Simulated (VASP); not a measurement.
# LiBe (F-43m) in VASP: density of states with LDA

Aim: the density of states of LiBe with LDA.

Everything below comes from runs of VASP 6.6.1. Logs are shortened: lines on timing, memory, paths and dates and some standing lists are left out, and cuts for length are marked.

### Step 1. The structure

Symmetry: F-43m, No. 216, cubic system. The conventional cell has a = 5.529 Å, b = 5.529 Å, c = 5.529 Å, α = 90.00°, β = 90.00°, γ = 90.00°. Li (site symmetry -43m) has 4 Be at 2.39 Å as nearest neighbours. Be (site symmetry -43m) is surrounded by 4 Li at 2.39 Å.

The cell was built by a generator and needn't be a form met in nature.

### Step 2. Density of states, LDA

run.py reads:

```python
from ase import Atoms
from ase.calculators.vasp import Vasp
from ase.dft.dos import DOS

atoms = Atoms(
    ['Li', 'Be'],
    cell=[[0.0, 2.76475, 2.76475], [2.76475, 0.0, 2.76475], [2.76475, 2.76475, 0.0]],
    scaled_positions=[[0.75, 0.75, 0.75], [0.0, 0.0, 0.0]],
    pbc=True,
)
calc = Vasp(
    directory='calc',
    xc='lda',
    pp='LDA',
    setups='recommended',
    prec='Accurate',
    encut=520,
    ediff=1e-07,
    ismear=1,
    sigma=0.1,
    lreal=False,
    lasph=True,
    nelm=80,
    algo='Fast',
    isif=2,
    lwave=False,
    lcharg=False,
    lorbit=11,
    kpts=[8, 8, 8],
    gamma=True,
)
atoms.calc = calc

print('energy (eV):', atoms.get_potential_energy())
print('free energy (eV):', atoms.get_potential_energy(force_consistent=True))
print('forces (eV/A):')
print(atoms.get_forces())
print('stress (eV/A^3, Voigt):', atoms.get_stress())
print('Fermi level (eV):', calc.get_fermi_level())
dos = DOS(calc, width=0.1, window=(-10, 10), npts=301)
print('E - E_F (eV), DOS (1/eV)')
for e, g in zip(dos.get_energies(), dos.get_dos()):
    print(f'{e:8.3f} {g:10.4f}')
```

Potentials or basis: VASP PAW LDA potentials, release 64 (Li_sv, Be).

Launch:

```sh
$ python run.py
```

Output:

```text
energy (eV): -3.30021769
free energy (eV): -3.30123281
forces (eV/A):
[[-0. -0. -0.]
 [ 0.  0.  0.]]
stress (eV/A^3, Voigt): [ 0.00677088  0.00677088  0.00677088 -0.          0.         -0.        ]
Fermi level (eV): 0.20873865
E - E_F (eV), DOS (1/eV)
 -10.000     0.0000
  -9.933     0.0000
  -9.867     0.0000
  -9.800     0.0000
  -9.733     0.0000
  -9.667     0.0000
[... 293 lines left out ...]
   9.933     0.0000
  10.000     0.0000
```

Run time: 7.2 s. Hardware: 1 thread of Intel Xeon 6975P-C (Granite Rapids), shared host; peak memory 0.13 GiB.

Results:

```
Free energy                                           : -3.3012 eV
Band gap on the k mesh                                : none (metal or under the smearing width)
Valence electrons inside the program's atomic spheres : Li 2.10; Be 0.77
```

States per cell in windows of 1 eV (zero at the Fermi level; states under -8 eV left out):
| from (eV) | total | Be2_p | Be2_s | Li1_p | Li1_s | Li1_d | Be2_d |
| --- | --- | --- | --- | --- | --- | --- | --- |
| -8.0 | 0.00 | 0.00 | 0.00 | 0.00 | 0.00 | 0.00 | 0.00 |
| -7.0 | 0.00 | 0.00 | 0.00 | 0.00 | 0.00 | 0.00 | 0.00 |
| -6.0 | 0.00 | 0.00 | 0.00 | 0.00 | 0.00 | 0.00 | 0.00 |
| -5.0 | 0.23 | 0.00 | 0.05 | 0.00 | 0.01 | 0.00 | 0.00 |
| -4.0 | 0.44 | 0.01 | 0.10 | 0.01 | 0.01 | 0.00 | 0.00 |
| -3.0 | 0.93 | 0.03 | 0.23 | 0.02 | 0.01 | 0.00 | 0.00 |
| -2.0 | 0.45 | 0.01 | 0.13 | 0.01 | 0.00 | 0.00 | 0.00 |
| -1.0 | 0.85 | 0.15 | 0.04 | 0.03 | 0.02 | 0.00 | 0.00 |
| 0.0 | 1.04 | 0.22 | 0.06 | 0.03 | 0.02 | 0.00 | 0.00 |
| 1.0 | 1.56 | 0.42 | 0.04 | 0.07 | 0.02 | 0.00 | 0.00 |
| 2.0 | 1.49 | 0.48 | 0.02 | 0.08 | 0.01 | 0.00 | 0.00 |
| 3.0 | 0.92 | 0.36 | 0.01 | 0.05 | 0.00 | 0.00 | 0.00 |
| 4.0 | 0.10 | 0.05 | 0.00 | 0.00 | 0.00 | 0.00 | 0.00 |
| 5.0 | 0.14 | 0.01 | 0.02 | 0.00 | 0.00 | 0.00 | 0.00 |
| 6.0 | 0.67 | 0.07 | 0.04 | 0.02 | 0.01 | 0.00 | 0.00 |
| 7.0 | 1.00 | 0.10 | 0.02 | 0.08 | 0.01 | 0.00 | 0.00 |

### Step 3. The reference run

An earlier run on the cell as given: functional PBE; potentials or basis VASP PAW PBE potentials, release 64 (Li_sv, Be); cutoff 520 eV; k mesh 8 × 8 × 8; occupations fermi-dirac, width 0.05 eV; no spin polarisation.

- Band gap on the k mesh: none (metal or under the smearing width)
